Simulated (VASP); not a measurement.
Level of theory: PBEsol GGA, VASP's PBE PAW potentials (set 64) (plane waves; VASP).

VASP input:

File KPOINTS:
```
Automatic mesh
0
Gamma
11 11 11
0 0 0
```

**POSCAR**
```
Fe
2.4854930
 -0.5773502480   0.5773502480   0.5773502480
  0.5773502480  -0.5773502480   0.5773502480
  0.5773502480   0.5773502480  -0.5773502480
Fe
1
direct
  0.0000000000   0.0000000000   0.0000000000
```

### INCAR
```
! general
SYSTEM  = Fe
PREC    = Accurate
ENCUT   = 300   ! plane-wave cut-off (eV)
LREAL   = .False.   ! projection in real space or not
LASPH   = .True.   ! aspherical one-centre terms

! electronic loop
EDIFF   = 1E-6   ! SCF stop (eV)
NELM    = 100   ! most electronic steps
ALGO    = Normal   ! blocked Davidson
LMAXMIX = 4   ! l cut-off of mixed one-centre charges

! smearing
ISMEAR  = -1
SIGMA   = 0.1   ! width (eV)

! functional
GGA     = PS

! spin
ISPIN   = 2   ! spin-polarised
MAGMOM  = 2.5

! ions
ISIF    = 2   ! forces and stress, cell fixed

! output
LWAVE   = .False.
LCHARG  = .False.
LORBIT  = 11   ! lm-projected
```

POTCAR, in this order: Fe (PBE.64 set). Program: vasp_std.

The run wrote:

### OSZICAR
```
       N       E                     dE             d eps       ncg     rms          rms(c)
DAV:   1     0.732305044318E+01    0.73231E+01   -0.29169E+03  2168   0.681E+02
DAV:   2    -0.993704909070E+01   -0.17260E+02   -0.15761E+02  2021   0.103E+02
DAV:   3    -0.100948155823E+02   -0.15777E+00   -0.15765E+00  2301   0.127E+01
DAV:   4    -0.100954959463E+02   -0.68036E-03   -0.68034E-03  2170   0.823E-01
DAV:   5    -0.100955021060E+02   -0.61597E-05   -0.61599E-05  2229   0.708E-02    0.114E+01
DAV:   6    -0.900237365614E+01    0.10931E+01   -0.15352E+01  2118   0.581E+01    0.605E+00
DAV:   7    -0.890543765797E+01    0.96936E-01   -0.10898E+00  2123   0.149E+01    0.334E+00
DAV:   8    -0.889868708110E+01    0.67506E-02   -0.75897E-03  2437   0.654E-01    0.138E+00
DAV:   9    -0.889091671957E+01    0.77704E-02   -0.66250E-03  2502   0.568E-01    0.368E-01
DAV:  10    -0.889088602131E+01    0.30698E-04   -0.10465E-03  2072   0.392E-01    0.122E-01
DAV:  11    -0.889087706481E+01    0.89565E-05   -0.18838E-04  2132   0.178E-01    0.372E-02
DAV:  12    -0.889087885310E+01   -0.17883E-05   -0.40038E-06  2043   0.327E-02    0.120E-02
DAV:  13    -0.889088067833E+01   -0.18252E-05   -0.11425E-06  1526   0.983E-03    0.390E-03
DAV:  14    -0.889088034449E+01    0.33383E-06   -0.10386E-07  1017   0.328E-03
   1 F= -.88908803E+01 E0= -.88741885E+01  d E =-.333838E-01  mag=     2.2727
```

### OUTCAR
```
------------------------ aborting loop because EDIFF is reached ----------------------------------------
  FORCE on cell =-STRESS in cart. coord.  units (eV):
  Direction    XX          YY          ZZ          XY          YZ          ZX
  --------------------------------------------------------------------------------------
  Total       -1.1311246     -1.1311246     -1.1311246      0.0000000     -0.0000000      0.0000000
  in kB     -153.3223029   -153.3223029   -153.3223029      0.0000000     -0.0000000      0.0000000
  external PRESSURE =    -153.3223029 kB  Pullay stress =       0.0000000 kB
  volume of cell :       11.82
      direct lattice vectors                 reciprocal lattice vectors
    -1.435000000  1.435000000  1.435000000     0.000000000  0.348432056  0.348432056
     1.435000000 -1.435000000  1.435000000     0.348432056  0.000000000  0.348432056
     1.435000000  1.435000000 -1.435000000     0.348432056  0.348432056  0.000000000
 POSITION                                       TOTAL-FORCE (eV/Angst)
 -----------------------------------------------------------------------------------
      0.00000      0.00000      0.00000         0.000000      0.000000      0.000000
 -----------------------------------------------------------------------------------
    total drift:                               -0.000000     -0.000000      0.000000
  FREE ENERGIE OF THE ION-ELECTRON SYSTEM (eV)
  ---------------------------------------------------
  free  energy   TOTEN  =        -8.8908803445 eV

  energy  without entropy=       -8.8574965934  energy(sigma->0) =       -8.87418847

 total charge

# of ion       s       p       d       tot
------------------------------------------
    1        0.475   0.510   6.201   7.186

 magnetization (x)

# of ion       s       p       d       tot
------------------------------------------
    1       -0.013  -0.049   2.329   2.268
```
(Selected blocks of OUTCAR.)

At this cut-off the stress carries a Pulay error, which pulls relaxed volumes low.

The structure is a typed Fe crystal (Im-3m). The cell was not relaxed at this level. The run is one of a series of settings (GGA = PS against the base run), some of them coarse on purpose.
